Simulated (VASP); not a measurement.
## CsPbCl3 (cubic perovskite): computed properties

Calculation: r2SCAN meta-GGA, VASP's PBE PAW potentials (set 64) (plane waves; VASP).

| Item | Result |
|---|---|
| space group | Pm-3m (221) |
| cell | a = b = c = 5.673 Å, α = β = γ = 90.00° |
| volume per atom | 36.52 Å^3/atom |
| band gap (over mesh and band path) | 2.47 eV |
| smallest direct gap (over mesh and band path) | 2.47 eV |
| band-edge character | direct, R to R |
| density | 4.06 g/cm³ |
| mean ε∞ (independent particles) | 3.67 |

```
CELL_PARAMETERS angstrom
      5.67308     0.00000     0.00000
      0.00000     5.67308     0.00000
      0.00000     0.00000     5.67308
ATOMIC_POSITIONS crystal
  Cs 0.00000 0.00000 0.00000
  Pb 0.50000 0.50000 0.50000
  Cl 0.50000 0.00000 0.50000
  Cl 0.00000 0.50000 0.50000
  Cl 0.50000 0.50000 0.00000
```

Unless said otherwise, spin-orbit coupling is left out, though it shifts the bands of the heavy elements here.

The compound is CsPbCl3 in the cubic perovskite structure, the ideal cubic form; the compound distorts at low or room temperature. It was relaxed first. Symmetry was kept, so distortions that lower it aren't found.
